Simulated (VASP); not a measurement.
```xyz
2
Lattice="0.0000 2.2859 2.2859 2.2859 0.0000 2.2859 2.2859 2.2859 0.0000" Properties=species:S:1:pos:R:3 pbc="T T T"
Na     0.0000     0.0000     0.0000
F      2.2859     2.2859     2.2859
```

Calculation: PBEsol GGA, VASP's PBE PAW potentials (set 64) (plane waves; VASP). Settings: 400 eV cut-off, 10×10×10 Γ-centred mesh, Gaussian smearing of 0.010 eV, potentials Na_pv F.

At this cut-off the stress carries a Pulay error, which pulls relaxed volumes low.

**Question.** Estimate the energy per atom (σ→0), pressure, band gap (on the k-mesh) with the smallest direct gap where there is one.

**Answer.** 
band gap (on the k-mesh): 6.40 eV
smallest direct gap (on the k-mesh): 6.40 eV
energy per atom (σ→0): -4.390 eV/atom
pressure: -5.79 GPa

Total energies compare only between runs with the same potentials, cut-off and functional.

The structure comes from a computed database's NaF entry; how it stands against other phases isn't given here. The cell was not relaxed at this level.
